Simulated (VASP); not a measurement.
Here is the system:

```
Sm
1.0
    8.84450    -1.83171    -0.00863
    8.84450     1.83171    -0.00863
    8.46823     0.00000     3.14158
Sm
3
Cartesian
  0.00000   0.00000   0.00000
  5.80972   0.00000   0.69393
 20.34752   0.00000   2.43038
```

All values below come from PBE GGA, VASP's PBE PAW potentials (set 64) (plane waves; VASP 6.6.1). Run with 400 eV cut-off, 11×11×11 Γ-centred mesh, tetrahedra with Blöchl corrections, potentials Sm_3.

The 4f electrons are frozen in the core of the lanthanide potential, so 4f levels, which can set the real gap, and their magnetism are missing.

### Question
Estimate the energy per atom (σ→0), largest force.

### Answer

The energy per atom (σ→0) comes out as -4.643 eV/atom and the largest force is 0.052 eV/Å.

Only differences to runs with the same potentials and settings are physical.

The compound is Sm in the sg166 structure. It was relaxed first.
